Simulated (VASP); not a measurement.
VASP ran on this input.

File POSCAR:
```
GeOs
1
   -1.6908430000     1.6908430000     5.7243620000
    1.6908430000    -1.6908430000     5.7243620000
    1.6908430000     1.6908430000    -5.7243620000
Os Ge
2 2
Direct
  0.7500000000   0.7500000000   0.0000000000
  0.5000000000   0.0000000000   0.5000000000
  0.1660000000   0.1660000000   0.0000000000
  0.9160000000   0.4160000000   0.5000000000
```

File KPOINTS:
```
Automatic mesh
0
Gamma
3 3 3
0 0 0
```

**INCAR**
```
SYSTEM = GeOs
PREC = Accurate
ENCUT = 400
EDIFF = 1E-6
NELM = 100
ALGO = Normal
LREAL = .FALSE.
LASPH = .TRUE.
ISMEAR = 0
SIGMA = 0.001
GGA = PE
LMAXMIX = 6
LWAVE = .FALSE.
LCHARG = .FALSE.
ISIF = 2
```

POTCAR, in this order: Os Ge_d (PBE.64 set). Program: vasp_std.

What VASP printed:

standard output:
```
 POSCAR found type information on POSCAR OsGe
 POSCAR found :  2 types and       4 ions
 Reading from existing POTCAR
 Reading from existing POTCAR
 LDA part: xc-table for (Slater+PW92), standard interpolation
 POSCAR, INCAR and KPOINTS ok, starting setup
 WAVECAR not read
 entering main loop
       N       E                     dE             d eps       ncg     rms          rms(c)
DAV:   1     0.335435344110E+03    0.33544E+03   -0.19094E+04   362   0.374E+03
DAV:   2     0.269162629961E+02   -0.30852E+03   -0.30378E+03   312   0.701E+02
DAV:   3    -0.274953827668E+02   -0.54412E+02   -0.52339E+02   338   0.196E+02
DAV:   4    -0.312398699542E+02   -0.37445E+01   -0.34883E+01   376   0.530E+01
DAV:   5    -0.313616738438E+02   -0.12180E+00   -0.12163E+00   380   0.907E+00    0.179E+01
DAV:   6    -0.304889489335E+02    0.87272E+00   -0.51666E+00   430   0.105E+01    0.583E+00
DAV:   7    -0.303831282322E+02    0.10582E+00   -0.44751E-01   414   0.779E+00    0.410E+00
DAV:   8    -0.303543400712E+02    0.28788E-01   -0.80064E-02   406   0.206E+00    0.277E-01
DAV:   9    -0.303531449990E+02    0.11951E-02   -0.14926E-02   416   0.196E+00    0.154E-01
DAV:  10    -0.303530809740E+02    0.64025E-04   -0.15194E-03   420   0.263E-01    0.371E-02
DAV:  11    -0.303530437526E+02    0.37221E-04   -0.11720E-04   420   0.151E-01    0.145E-02
DAV:  12    -0.303530451833E+02   -0.14307E-05   -0.53003E-06   342   0.223E-02    0.435E-03
DAV:  13    -0.303530448274E+02    0.35598E-06   -0.41390E-07   184   0.100E-02
   1 F= -.30353045E+02 E0= -.30353045E+02  d E =0.000000E+00
```

File OUTCAR:
```
------------------------ aborting loop because EDIFF is reached ----------------------------------------
  FORCE on cell =-STRESS in cart. coord.  units (eV):
  Direction    XX          YY          ZZ          XY          YZ          ZX
  --------------------------------------------------------------------------------------
  Total       -4.5128908     -4.5128908     -1.5661005      0.0000000      0.0000000      0.0000000
  in kB     -110.4515368   -110.4515368    -38.3298005      0.0000000      0.0000000      0.0000000
  external PRESSURE =     -86.4109580 kB  Pullay stress =       0.0000000 kB
  volume of cell :       65.46
      direct lattice vectors                 reciprocal lattice vectors
    -1.690843000  1.690843000  5.724362000     0.000000000  0.295710483  0.087345978
     1.690843000 -1.690843000  5.724362000     0.295710483  0.000000000  0.087345978
     1.690843000  1.690843000 -5.724362000     0.295710483  0.295710483  0.000000000
 POSITION                                       TOTAL-FORCE (eV/Angst)
 -----------------------------------------------------------------------------------
      0.00000      0.00000      8.58654         0.000000      0.000000      0.058254
      0.00000      1.69084      0.00000         0.000000      0.000000      0.058254
      0.00000      0.00000      1.90049        -0.000000      0.000000     -0.058254
      0.00000      1.69084      4.76267         0.000000     -0.000000     -0.058254
 -----------------------------------------------------------------------------------
    total drift:                                0.000008      0.000008     -0.000815
  FREE ENERGIE OF THE ION-ELECTRON SYSTEM (eV)
  ---------------------------------------------------
  free  energy   TOTEN  =       -30.3530448274 eV

  energy  without entropy=      -30.3530448274  energy(sigma->0) =      -30.35304483
```
(Selected blocks of OUTCAR.)

**Question.** The run ends quietly. Is anything wrong with it?

**Answer.** The cause: a metal was run with a tiny SIGMA on a coarse mesh. The run ends without an error. Against the sound run, the energy per atom (σ→0) decreases by 0.050 eV/atom; the pressure falls by 0.54 GPa; the largest force falls by 0.098 eV/Å. To mend it, set ISMEAR = 1, set SIGMA = 0.1, correct KPOINTS.
File KPOINTS:
```
Automatic mesh
0
Gamma
10 10 10
0 0 0
```
The mended run (PBE GGA, plane waves, VASP's PBE PAW potentials (set 64)) converges, and its OSZICAR ends with
```
   1 F= -.30152206E+02 E0= -.30151277E+02  d E =-.278628E-02
```

The structure was generated: GeOs was put into the NbAs type (I4_1md), which need not be its known phase. The cell was not relaxed at this level.
